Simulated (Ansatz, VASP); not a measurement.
# GaN in two plane-wave programs, part 2 of 3

One calculation is typed for both programs; each brings its own data sets. How far apart do they land? The cell is taken from a series of runs on this material, whose earlier steps may have relaxed, scaled, displaced or heated it; both programs get it as it stands.

VASP 6.6.1 and Ansatz 0.2.0.

So far: Starting point; VASP: zone-centre phonons, LDA, pair 1.

### Step 3. Ansatz: zone-centre phonons, LDA, pair 1

Level of this step: Ansatz beside VASP: Kohn-Sham DFT, plane waves, LDA (Ansatz).

Ansatz runs on its PAW soft_1 files.

The same cell, functional (in two slightly different forms) and mesh now go to Ansatz, which takes its cutoff from its data sets.

input.yaml

```yaml
crystal:
  lattice:
    - [0.0, 2.1974960907, 2.1974960907]
    - [2.1974960907, 0.0, 2.1974960907]
    - [2.1974960907, 2.1974960907, 0.0]
  atoms:
    - { symbol: "N", position: [0.25, 0.25, 0.25] }
    - { symbol: Ga, position: [0.0, 0.0, 0.0] }
kpoints:
  mp_grid: { grid: [12, 12, 12] }
hamiltonian:
  xc: lda
  pseudopotentials: { kind: paw, azcp: { folder: soft_1 }, xc_functional: pbe }
scf:
  occupations: { method: fixed }
output:
  eigenvalues: true
phonons:
  method: dfpt
  dielectric: true
  rigid_motions: translations
```

Run with:

```bash
> ansatz run input.yaml --threads 4 --pin off --max-ram 10240MiB --backend cpu --events-out ev --progress --plain --runs-dir out
```

Numbers of over 12 decimals in the logs are rounded to 6 here.

The program printed:

```text
Engine: ansatz 0.2.0, x86_64-unknown-linux-gnu
Pseudopotentials: kind: paw
Pseudopotential: N, paw, valence charge 5, recommended cutoff 420 eV (normal), soft_1/N.paw.azcp
Pseudopotential: Ga, paw, valence charge 13, recommended cutoff 420 eV (normal), soft_1/Ga.paw.azcp
Functional definition: SPW92
  exchange = slater_x
  correlation = pw_c
Crystal: 2 atoms, lattice volume = 21.223 Å³
Basis set: ecut = 420 eV, 411 PW (Γ), exchange–correlation on 48×48×48 points (8 copies of the dense FFT grid, shifted against one another)
Bands: 13, of which v1, the nominal top of the filled ones, is band 9 counted from 1 (8 counted from 0)
Symmetry: 24 space group operations
k-points: 280 of 1728 (irreducible under 4 space group operations, time reversal used)
Non-local potential: N, projectors of the file, l = 0: 2, l = 1: 2, l = 2: 1
Non-local potential: Ga, projectors of the file, l = 0: 2, l = 1: 2, l = 2: 3, l = 3: 1
PAW form: soft (Blöchl's): semilocal exchange-correlation on the pseudo side does not see the compensation charge
PAW frozen core: N, regenerated for the run's functional, and the local potential with it (the file was generated under x = pbe(κ = 0.804, μ = 0.219515), c = pbe(β = 0.066725))
PAW frozen core: Ga, regenerated for the run's functional, and the local potential with it (the file was generated under x = pbe(κ = 0.804, μ = 0.219515), c = pbe(β = 0.066725))
PAW one-centre angular grid: N, 110 points (default); XC on 64 Gauss nodes
PAW one-centre angular grid: Ga, 590 points (default); XC on 64 Gauss nodes
Initial density: superposition of atomic densities (chi_scale 0.1, normalization cell, long waves kept (reshape's long-wave potential 0.00 eV rms))
Initial wavefunctions: pseudopotential atomic-orbital guess
Functional: x = slater, c = lda
SCF iter   1: F=—  HF=-4082.766173 eV  |F-HF|=—  |Δ(HF+E_count)|=         —  Δρ=1.13e-1  dr2=2.40e0  ethr=3.10e-3  ⟨swp⟩=4.0  Hψ=16233  notcnv=0  defer=337
preconditioner: auto → none  [insulator: Δε(μ)=3.153 eV  Ē_g=19.640 eV  n_scr=8 (ndim 8)  ℏωp=34.2 eV  f_vac=0.000  ε∞_Penn≈4.0]
SCF iter   2: F=—  HF=-4082.188511 eV  |F-HF|=—  |Δ(HF+E_count)|=   5.78e-1  Δρ=6.01e-2  dr2=4.63e-1  ethr=3.10e-3  ⟨swp⟩=2.2  Hψ=9247  notcnv=0  defer=88
SCF iter   3: F=—  HF=-4082.073273 eV  |F-HF|=—  |Δ(HF+E_count)|=   1.15e-1  Δρ=1.94e-2  dr2=3.80e-2  ethr=2.57e-3  ⟨swp⟩=2.0  Hψ=5150  notcnv=0  defer=558
SCF iter   4: F=—  HF=-4082.066774 eV  |F-HF|=—  |Δ(HF+E_count)|=   6.50e-3  Δρ=7.90e-3  dr2=5.73e-3  ethr=2.11e-4  ⟨swp⟩=2.0  Hψ=7174  notcnv=0  defer=558
SCF iter   5: F=—  HF=-4082.063807 eV  |F-HF|=—  |Δ(HF+E_count)|=   2.97e-3  Δρ=8.64e-4  dr2=4.32e-5  ethr=3.18e-5  ⟨swp⟩=2.0  Hψ=6627  notcnv=0  defer=558
SCF iter   6: F=—  HF=-4082.063794 eV  |F-HF|=—  |Δ(HF+E_count)|=   1.29e-5  Δρ=1.25e-4  dr2=1.46e-6  ethr=2.40e-7  ⟨swp⟩=2.0  Hψ=5336  notcnv=0  defer=16
SCF iter   7: F=—  HF=-4082.063793 eV  |F-HF|=—  |Δ(HF+E_count)|=   6.56e-7  Δρ=1.35e-5  dr2=1.72e-8  ethr=8.12e-9  ⟨swp⟩=2.3  Hψ=5175  notcnv=0
SCF iter   8: F=—  HF=-4082.063793 eV  |F-HF|=—  |Δ(HF+E_count)|=   2.53e-9  Δρ=8.85e-7  dr2=1.07e-10  ethr=9.56e-11  ⟨swp⟩=2.0  Hψ=4866  notcnv=0
SCF iter   9: F=-4082.063793 eV  HF=-4082.063793 eV  |F-HF|=0.00e0  |Δ(HF+E_count)|=  2.14e-11  Δρ=6.08e-8  dr2=2.54e-13  ethr=1.00e-12  ⟨swp⟩=6.0  Hψ=19112  notcnv=0
SCF 1 converged in 9 iterations: F = -4082.063793 eV  dr2 = 2.54e-13
  greatest PAW one-centre occupation: 0.996 electrons in one spin orbital (limit 2), on the Ga atom at site 1 (counted from 0), in its partial waves of l = 2
NSCF: frozen V_eff on 1 k-points
DFPT response loops at Γ: preconditioner auto → none (the input reference at scf.mixing.eps_inf says where Resta's filter doesn't serve); β = 0.50; Broyden in place of MSR1
── the response to a field inside a basis, on 12×12×12 k-points: an SCF that follows is theirs, and a resumed run solves both again ──
Bands: 10, of which v1, the nominal top of the filled ones, is band 9 counted from 1 (8 counted from 0)
k-points: 182 of 1728 (irreducible under 6 space group operations, time reversal used)
Initial density: handed on by an earlier stage of this run
Initial wavefunctions: pseudopotential atomic-orbital guess (no wavefunctions were taken with the density)
Eigensolver: Dense (182 Hₖ)
SCF iter   1: F=—  HF=-4082.065989 eV  |F-HF|=—  |Δ(HF+E_count)|=         —  Δρ=5.35e-4  dr2=1.02e-5  ethr=1.00e-1
preconditioner: auto → none  [insulator: Δε(μ)=2.435 eV  Ē_g=15.667 eV  n_scr=8 (ndim 8)  ℏωp=34.2 eV  f_vac=0.000  ε∞_Penn≈5.8]
SCF iter   2: F=—  HF=-4082.065987 eV  |F-HF|=—  |Δ(HF+E_count)|=   1.14e-6  Δρ=2.91e-4  dr2=4.77e-6  ethr=5.68e-8
SCF iter   3: F=—  HF=-4082.065989 eV  |F-HF|=—  |Δ(HF+E_count)|=   1.14e-6  Δρ=1.14e-4  dr2=2.24e-6  ethr=2.65e-8
SCF iter   4: F=-4082.065988 eV  HF=-4082.065988 eV  |F-HF|=3.48e-9  |Δ(HF+E_count)|=   1.02e-6  Δρ=1.35e-5  dr2=1.31e-8  ethr=1.24e-8
SCF 1 converged in 4 iterations: F = -4082.065988 eV  dr2 = 1.31e-8
DFPT response loops at Γ: mixed as the last ones told, above
SCF converged after 9 iterations
Free energy (F): -4082.063793 eV
Harris-Foulkes:  -4082.063793 eV  (|F-HF|=0.00e0)
Internal energy: -4082.063793 eV  (E = F + TS)
E sigma→0 (E₀):  -4082.063793 eV
Fermi energy:    10.462876 eV
--- Per-component energies (eV) ---
  E_band       = 5.472878
  E_kinetic    = 243.589181
  E_local      = -1357.743819  (includes V_loc(G=0)·N_el)
  E_nonlocal   = -51.598081
  E_hartree    = 871.790531
  E_xc         = -122.497819
  E_vxc        = -132.272537  (∫ρ·V_xc dr)
  E_paw        = -2039.521032  (= ΣΔE_a)
  E_vpaw       = -440.083326  (= ΣTr[D̂ρ^β])
  E_aug_tail   = 0.000415  (compensation charges beyond the density's cutoff)
  E_ewald      = -1627.891694
  E_core_change = 1.808525  (= ΣΔE_core)
  E_smearing   = -0.000000  (= −TS)
  E_closure    = -0.000000  (closes the sum)
  Σ components = -4082.063793   (vs F -4082.063793, Δ=0.00e0)
--- Band table (eV; the first three rows and the last of 280) ---
  k-point 0: bands = [... 5 lower, -2.8282, 10.4629, 10.4629, 10.4629, 12.6904, 21.0630, 21.0630, 21.0630]
  k-point 1: bands = [... 5 lower, -2.8295, 9.6673, 10.3788, 10.3788, 13.2888, 20.6921, 21.1925, 21.1925]
  k-point 2: bands = [... 5 lower, -2.8304, 8.1513, 10.1599, 10.1599, 14.2154, 20.0015, 21.4500, 21.4500]
  k-point 279: bands = [... 5 lower, -0.5911, 4.3863, 6.3817, 6.3830, 16.7322, 19.4631, 21.2130, 21.6868]
--- Phonons (Γ-DFPT): 2 representative perturbations + reference, on 280 of 1728 k-points (Σ response iterations 6) ---
  k mesh reduced under 4 symmetry operations, with k and −k counted as one. Each operation leaves every solved perturbation unchanged. A smaller set is not considered because the run solves the response to a homogeneous field
  ASR residual: 6.200e-5 → 0.000e0 eV/Å²; symmetrization residual: 1.028e-6 eV/Å²
  ASR residual per site (eV/Å²): 1.78e-5 6.20e-5
  Γ frequencies (cm⁻¹): 0.00 0.00 0.00 587.09 587.09 587.09
  ε∞ (high-frequency dielectric tensor):
        5.559508    -0.000000    -0.000000
       -0.000000     5.559508     0.000000
       -0.000000     0.000000     5.559508
  ε⁰ (static dielectric tensor: ions relaxed, cell fixed):
        9.492534    -0.000000     0.000000
       -0.000000     9.492534    -0.000000
        0.000000    -0.000000     9.492534
  ε⁰ − ε∞ (ionic part):
        3.933026    -0.000000     0.000000
       -0.000000     3.933026    -0.000000
        0.000000    -0.000000     3.933026
  softest optical mode at Γ: 587.09 cm⁻¹; the repairs (sum rule, projections) moved no ω² at Γ by more than (0.68 cm⁻¹)²
  Born effective charges Z* (e; rows j = field, columns β = displacement):
    site 0:
        -2.61146    0.00000   -0.00000
        -0.00000   -2.61146   -0.00000
         0.00000   -0.00000   -2.61146
    site 1:
         2.61146   -0.00000    0.00000
         0.00000    2.61146    0.00000
        -0.00000    0.00000    2.61146
  Z* charge neutrality: 4.501e-4 e pre-enforcement
  solved inside a basis spanned on kpoints, on 12×12×12 k-points, its susceptibility summed on 16×16×16: ε∞ is read to err by 1.4e-2, Z* by 1.4e-2 e (field_mesh: kpoints solves on kpoints); Z* is corrected for what the basis lacks
  optical modes at Γ without the LO–TO term, one row a degenerate level:
      ω (cm⁻¹)  modes    IR ((D/Å)²/amu)
        587.09      3            40.4678
  optical modes at Γ + LO–TO along q̂ = [1.0000, 0.0000, 0.0000]:
      ω (cm⁻¹)  modes    IR ((D/Å)²/amu)
        587.09      2            26.9785
        767.14      1            13.4893
  optical modes at Γ + LO–TO along q̂ = [0.0000, 1.0000, 0.0000]:
      ω (cm⁻¹)  modes    IR ((D/Å)²/amu)
        587.09      2            26.9785
        767.14      1            13.4893
  optical modes at Γ + LO–TO along q̂ = [0.0000, 0.0000, 1.0000]:
      ω (cm⁻¹)  modes    IR ((D/Å)²/amu)
        587.09      2            26.9785
        767.14      1            13.4893
```

The column dr2 measures how far the density is from self-consistency, as an energy; F and HF (Harris–Foulkes) agree once it is small.

### Step 4. Differences

Known differences besides the potentials themselves: the two LDA forms differ slightly; fixed occupations in Ansatz, narrow Gaussian smearing in VASP; VASP's response is taken on the typed mesh, Ansatz refines its own for the field response alone; the cutoff is 420 eV in Ansatz and 600 eV in VASP; VASP's log shows a relativistic correction to its local exchange, Ansatz's none; VASP's log repeats an internal error in its field response. Total energies have different zeros and are not compared.

The two programs side by side:

```tsv
quantity	Ansatz	VASP	difference
ε∞ xx	5.56	5.51	+0.87 %
ε∞ yy	5.56	5.51	+0.87 %
ε∞ zz	5.56	5.51	+0.87 %
Born charge of N1 (mean of the diagonal) (e)	-2.61	-2.60	-0.01
Born charge of Ga2 (mean of the diagonal) (e)	2.61	2.60	+0.01
optical mode 1 to 3 (cm⁻¹)	587.1	592.1	-0.85 %
```

Modes are paired by rising frequency, not by their patterns, so a pair may set unlike modes beside each other; they are those without the splitting of longitudinal modes.

### Step 5. Ansatz: zone-centre phonons, LDA, pair 2

Second derivatives magnify differences that forces hide, and they need a tight electronic threshold. The cell compared in this pair holds 21.67 Å³, against 21.22 Å³ for the pair before.

The cell is taken from a series of runs on this material, whose earlier steps may have relaxed, scaled, displaced or heated it; both programs get it as it stands.

input.yaml, the sections that differ from step 3:

```yaml
crystal:
  lattice:
    - [0.0, 2.2126517151, 2.2126517151]
    - [2.2126517151, 0.0, 2.2126517151]
    - [2.2126517151, 2.2126517151, 0.0]
  atoms:
    - { symbol: "N", position: [0.25, 0.25, 0.25] }
    - { symbol: Ga, position: [0.0, 0.0, 0.0] }
# kpoints, hamiltonian, scf, output, phonons: as in step 3
```

The program printed:

```text
[...]
Crystal: 2 atoms, lattice volume = 21.666 Å³
Basis set: ecut = 420 eV, 411 PW (Γ), exchange–correlation on 48×48×48 points (8 copies of the dense FFT grid, shifted against one another)
Bands: 13, of which v1, the nominal top of the filled ones, is band 9 counted from 1 (8 counted from 0)
Symmetry: 24 space group operations
k-points: 280 of 1728 (irreducible under 4 space group operations, time reversal used)
[...]
optical modes at Γ + LO–TO along q̂ = [1.0000, 0.0000, 0.0000]:
      ω (cm⁻¹)  modes    IR ((D/Å)²/amu)
[...]
optical modes at Γ + LO–TO along q̂ = [0.0000, 1.0000, 0.0000]:
      ω (cm⁻¹)  modes    IR ((D/Å)²/amu)
        569.44      2            27.1910
        748.95      1            13.5955
  optical modes at Γ + LO–TO along q̂ = [0.0000, 0.0000, 1.0000]:
      ω (cm⁻¹)  modes    IR ((D/Å)²/amu)
        569.44      2            27.1910
        748.95      1            13.5955
[key lines of the parts left out:]
SCF converged after 8 iterations
Free energy (F): -4082.081977 eV
Fermi energy:    10.127127 eV
```

### Step 6. VASP: zone-centre phonons, LDA, pair 2

The same cell, functional (in two slightly different forms) and mesh now go to VASP, with its own data sets.

INCAR

```
SYSTEM = GaN
PREC = Accurate
ENCUT = 600
EDIFF = 1E-08
NELM = 120
ISMEAR = 0
SIGMA = 0.01
LREAL = .FALSE.
ALGO = Normal
GGA = CA
NBANDS = 15
LORBIT = 11
LWAVE = .FALSE.
LCHARG = .FALSE.
ISIF = 2
IBRION = 8
LEPSILON = .TRUE.
LASPH = .TRUE.
GGA_COMPAT = .FALSE.
EFERMI = MIDGAP
KPAR = 2
```

POSCAR

```
GaN
1.0
    0.0000000000      2.2126517151      2.2126517151
    2.2126517151      0.0000000000      2.2126517151
    2.2126517151      2.2126517151      0.0000000000
N Ga
1 1
Direct
    0.2500000000      0.2500000000      0.2500000000
    0.0000000000      0.0000000000      0.0000000000
```

KPOINTS

```
Automatic mesh
0
Gamma
12 12 12
0 0 0
```

Potentials, in the order of the species: N and Ga_d (LDA family, release 64).

Run with:

```bash
> mpirun -np 2 vasp_std
```

The program printed:

```text
[... set-up lines as in an earlier step ...]
 entering main loop
       N       E                     dE             d eps       ncg     rms          rms(c)
DAV:   1     0.913244255430E+02    0.91324E+02   -0.10164E+04  2375   0.237E+03
DAV:   2    -0.925402185463E+01   -0.10058E+03   -0.93645E+02  2440   0.375E+02
DAV:   3    -0.159753690342E+02   -0.67213E+01   -0.66810E+01  2426   0.795E+01
DAV:   4    -0.160553267589E+02   -0.79958E-01   -0.79932E-01  2588   0.906E+00
[...]
DAV:  12    -0.139348367984E+02   -0.18541E-05   -0.16411E-05  2482   0.468E-02    0.408E-03
DAV:  13    -0.139348368012E+02   -0.28554E-08   -0.46996E-07  3184   0.138E-02    0.587E-04
DAV:  14    -0.139348368011E+02    0.98680E-10   -0.23325E-08  2373   0.148E-03
   1 F= -.13934837E+02 E0= -.13934837E+02  d E =0.000000E+00
 Linear response reoptimize wavefunctions to high precision
DAV:   1    -0.139348368010E+02    0.15280E-09   -0.31811E-09  2317   0.601E-04
DAV:   2    -0.139348368010E+02   -0.47748E-10   -0.30808E-10  1423   0.154E-04
 Linear response G [H, r] |phi>, progress :
  Direction:   1
[...]
RMM:  11    -0.230009747173E+00   -0.82364E-09   -0.29305E-08 16667   0.634E-05    0.441E-07
 first order change of Fermi-energy  -0.64096E+00
 force on displaced ion       1 direction 1 : -14.153   0.000   0.000
 Born effective charge ion    1 direction 1 :  -2.615   0.000   0.000
 Linear response progress:
  Degree of freedom:   2/  2
       N       E                     dE             d eps       ncg     rms          rms(c)
RMM:   1    -0.163284496796E+00   -0.16328E+00    0.28912E-01 10681   0.934E+00
RMM:   2    -0.161054817972E+00    0.22297E-02   -0.35468E-02 16265   0.170E+00    0.570E-02
RMM:   3    -0.161265082373E+00   -0.21026E-03   -0.25172E-03 16523   0.401E-01    0.345E-02
RMM:   4    -0.160903053932E+00    0.36203E-03   -0.15421E-04 17272   0.110E-01    0.366E-03
[...]
RMM:  12    -0.160908401894E+00   -0.14402E-07    0.31324E-07 16718   0.673E-05    0.377E-07
RMM:  13    -0.160908420699E+00   -0.18805E-07    0.90975E-08 15009   0.528E-05    0.108E-07
RMM:  14    -0.160908419387E+00    0.13127E-08    0.10421E-07 11946   0.465E-05    0.576E-08
 first order change of Fermi-energy   0.64127E+00
 force on displaced ion       2 direction 1 : -14.151   0.000   0.000
 Born effective charge ion    2 direction 1 :   2.614   0.000   0.000
 Born effective charges drift removed
 Linear response finished
```

Parts of OUTCAR (step 6):

```text
  Total        0.7285946      0.7285946      0.7285946      0.0000000      0.0000000      0.0000000
  in kB       53.8799744     53.8799744     53.8799744      0.0000000      0.0000000      0.0000000
  external PRESSURE =      53.8799744 kB  Pullay stress =       0.0000000 kB

 POSITION                                       TOTAL-FORCE (eV/Angst)
 -----------------------------------------------------------------------------------
      1.10633      1.10633      1.10633         0.000000      0.000000      0.000000
      0.00000      0.00000      0.00000        -0.000000     -0.000000     -0.000000
 -----------------------------------------------------------------------------------
    total drift:                               -0.000000     -0.000000     -0.000000

 MACROSCOPIC STATIC DIELECTRIC TENSOR (including local field effects in DFT)
 ------------------------------------------------------
           5.610201    -0.000000    -0.000000
           0.000000     5.610201     0.000000
          -0.000000     0.000000     5.610201
 ------------------------------------------------------

 MACROSCOPIC STATIC DIELECTRIC TENSOR IONIC CONTRIBUTION
 ------------------------------------------------------
           4.033869     0.000000     0.000000
           0.000000     4.033869    -0.000000
           0.000000    -0.000000     4.033869
 ------------------------------------------------------

[... 1 part as in an earlier step ...]

[... 1 further part left out ...]
```

### Step 7. Side by side

Compared:

```tsv
quantity	Ansatz	VASP	difference
ε∞ xx	5.66	5.61	+0.80 %
ε∞ yy	5.66	5.61	+0.80 %
ε∞ zz	5.66	5.61	+0.80 %
Born charge of N1 (mean of the diagonal) (e)	-2.62	-2.61	-0.01
Born charge of Ga2 (mean of the diagonal) (e)	2.62	2.61	+0.01
optical mode 1 to 3 (cm⁻¹)	569.4	574.5	-0.88 %
```

Modes are paired by rising frequency, not by their patterns, so a pair may set unlike modes beside each other; they are those without the splitting of longitudinal modes.

### Step 8. Ansatz: zone-centre phonons, LDA, pair 3

Second derivatives magnify differences that forces hide, and they need a tight electronic threshold. The cell compared in this pair holds 21.89 Å³, against 21.67 Å³ for the pair before.

The cell is taken from a series of runs on this material, whose earlier steps may have relaxed, scaled, displaced or heated it; both programs get it as it stands.

input.yaml, the sections that differ from step 5:

```yaml
crystal:
  lattice:
    - [0.0, 2.2201522867, 2.2201522867]
    - [2.2201522867, 0.0, 2.2201522867]
    - [2.2201522867, 2.2201522867, 0.0]
  atoms:
    - { symbol: "N", position: [0.25, 0.25, 0.25] }
    - { symbol: Ga, position: [0.0, 0.0, 0.0] }
# kpoints, hamiltonian, scf, output, phonons: as in step 5
```

Run with:

```bash
> ansatz run input.yaml --threads 4 --pin off --max-ram 10240MiB --backend cpu --events-out ev --progress --plain --runs-dir out
```

The program printed:

```text
[...]
Crystal: 2 atoms, lattice volume = 21.887 Å³
Basis set: ecut = 420 eV, 411 PW (Γ), exchange–correlation on 48×48×48 points (8 copies of the dense FFT grid, shifted against one another)
Bands: 13, of which v1, the nominal top of the filled ones, is band 9 counted from 1 (8 counted from 0)
Symmetry: 24 space group operations
k-points: 280 of 1728 (irreducible under 4 space group operations, time reversal used)
[...]
optical modes at Γ + LO–TO along q̂ = [1.0000, 0.0000, 0.0000]:
      ω (cm⁻¹)  modes    IR ((D/Å)²/amu)
[...]
optical modes at Γ + LO–TO along q̂ = [0.0000, 1.0000, 0.0000]:
      ω (cm⁻¹)  modes    IR ((D/Å)²/amu)
        560.89      2            27.2989
        740.09      1            13.6495
  optical modes at Γ + LO–TO along q̂ = [0.0000, 0.0000, 1.0000]:
      ω (cm⁻¹)  modes    IR ((D/Å)²/amu)
        560.89      2            27.2989
        740.09      1            13.6495
[key lines of the parts left out:]
SCF converged after 8 iterations
Free energy (F): -4082.086343 eV
Fermi energy:    9.964579 eV
```

(Continued in part 3 of 3.)

[Lines on the potential files, build, host, timing and source positions are cut from VASP's logs without a mark.]

[Logs are printed without paths, hosts, clocks, repeated set-up lines and the standing remarks that a program may print on its own settings, such as how far it seeks lower states.]

[Hosts, paths, dates, database ids (printed as entryN), source tags and the programs' standing remarks are cut or masked in the printed files.]
